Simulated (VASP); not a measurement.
## AgAs under changes of volume

One of the cells (19.493 Å³/atom); the others are scaled copies at fixed shape and fractional positions:

```xyz
4
Lattice="5.0244 0.0000 0.0000 0.0000 2.9804 0.0000 0.0000 0.0000 5.2070" Properties=species:S:1:pos:R:3 pbc="T T T"
Ag    3.7683    0.0000    0.8580
Ag    1.2561    0.0000    4.3490
As    1.2561    1.4902    1.7410
As    3.7683    1.4902    3.4660
```

The cell comes from a database or a generator and needn't be the stable form of this composition.

* Program: VASP 6.6.1
* Functional: PBE
* Potentials or basis: VASP PAW PBE potentials, release 64 (Ag, As)
* Cutoff: 520 eV
* k mesh: 6 × 9 × 5
* Occupations: fermi-dirac, width 0.05 eV
* Spin: no spin polarisation

```csv
volume (Å³/atom),energy over the lowest point (meV/atom),pressure (GPa),largest force (eV/Å)
17.964,13.22,4.9,0.065
18.347,4.17,2.7,0.076
18.729,0.00,0.8,0.086
19.493,4.08,-2.4,0.108
19.876,?,?,?
20.258,21.68,-4.9,0.130
```

Question: What does the run at 19.876 Å³/atom give?

Answer: Energy over the lowest point 11.39 meV/atom; pressure -3.7 GPa; largest force 0.119 eV/Å.

Worked out: A Birch-Murnaghan fit of order 3 (a polynomial in V^(-2/3)) to the other rows has its minimum at 18.91 Å³/atom with B0 = V·E''(V) = 84 GPa and B' = 5.1 at fixed shape and positions, which overstates the stiffness. It gives 11.40 meV/atom at 19.876 Å³/atom, against the run's 11.39, and -dE/dV = -3.7 GPa, against -3.7.

Energies are extrapolated to zero smearing.
